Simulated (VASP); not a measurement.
Here is a VASP 6.6.1 calculation.

File INCAR:

```
SYSTEM = Zn15NiO16
PREC = Accurate
ENCUT = 450
EDIFF = 1E-5
ISMEAR = 0
SIGMA = 0.03
LREAL = Auto
LASPH = .TRUE.
NELM = 120
ALGO = All
ISIF = 2
LWAVE = .FALSE.
LCHARG = .FALSE.
ISPIN = 2
MAGMOM = 3 0 0 0 0 0 0 0 0 0 0 0 0 0 0 0 0 0 0 0 0 0 0 0 0 0 0 0 0 0 0 0
LORBIT = 11
LMAXMIX = 4
LDAU = .TRUE.
LDAUTYPE = 2
LDAUL = 2 -1 -1
LDAUU = 5 0 0
LDAUJ = 0 0 0
LDAUPRINT = 1
GGA = PS
NBANDS = 169
NELECT = 285.0
ISYM = 0
KPAR = 4
```

The input KPOINTS:

```
Automatic mesh
0
G
  3 3 2
  0 0 0
```

Contents of POSCAR:

```
Zn15NiO16
1.0
    6.4988000000      0.0000000000      0.0000000000
   -3.2494000000      5.6281258941      0.0000000000
    0.0000000000      0.0000000000     10.4076000000
Ni Zn O
1 15 16
Direct
    0.1666666667      0.3333333333      0.0000000000
    0.1666666667      0.3333333333      0.5000000000
    0.1666666667      0.8333333333      0.0000000000
    0.1666666667      0.8333333333      0.5000000000
    0.6666666667      0.3333333333      0.0000000000
    0.6666666667      0.3333333333      0.5000000000
    0.6666666667      0.8333333333      0.0000000000
    0.6666666667      0.8333333333      0.5000000000
    0.3333333333      0.1666666667      0.2500000000
    0.3333333333      0.1666666667      0.7500000000
    0.3333333333      0.6666666667      0.2500000000
    0.3333333333      0.6666666667      0.7500000000
    0.8333333333      0.1666666667      0.2500000000
    0.8333333333      0.1666666667      0.7500000000
    0.8333333333      0.6666666667      0.2500000000
    0.8333333333      0.6666666667      0.7500000000
    0.1666666667      0.3333333333      0.1910500000
    0.1666666667      0.3333333333      0.6910500000
    0.1666666667      0.8333333333      0.1910500000
    0.1666666667      0.8333333333      0.6910500000
    0.6666666667      0.3333333333      0.1910500000
    0.6666666667      0.3333333333      0.6910500000
    0.6666666667      0.8333333333      0.1910500000
    0.6666666667      0.8333333333      0.6910500000
    0.3333333333      0.1666666667      0.4410500000
    0.3333333333      0.1666666667      0.9410500000
    0.3333333333      0.6666666667      0.4410500000
    0.3333333333      0.6666666667      0.9410500000
    0.8333333333      0.1666666667      0.4410500000
    0.8333333333      0.1666666667      0.9410500000
    0.8333333333      0.6666666667      0.4410500000
    0.8333333333      0.6666666667      0.9410500000
```

Potentials or basis: VASP PAW PBE potentials, release 64 (Ni, Zn, O).

Launch:

```console
$ cat potpaw_PBE.64/Ni/POTCAR potpaw_PBE.64/Zn/POTCAR potpaw_PBE.64/O/POTCAR > POTCAR
$ mpirun -np 4 vasp_std > vasp.out
```

Question: Predict the band gap on the k mesh.

Answer: None (metal or under the smearing width).

Question: Predict the site moments.

Answer: Ni +1.82; Zn +0.00, +0.01; O +0.07, +0.01, +0.00, +0.08, +0.09 μB.

Question: What does it give for the largest force?

Answer: 0.707 eV/Å.

Eigenvalues of the final occupation matrices:
```tsv
site	spin	trace	eigenvalues
site 1 d	1	4.97	0.98 0.98 1.00 1.00 1.00
site 1 d	2	3.18	0.15 0.16 0.91 0.98 0.98
```

Caveat: the k mesh is coarse (spacing up to 0.37 Å⁻¹), so the values aren't converged; the cell is charged against a uniform background, so pressure and absolute levels hang on convention; the PAW data sets were made with another functional, which shifts forces and pressure a little. The state reached can hang on the start; a lower one may exist.
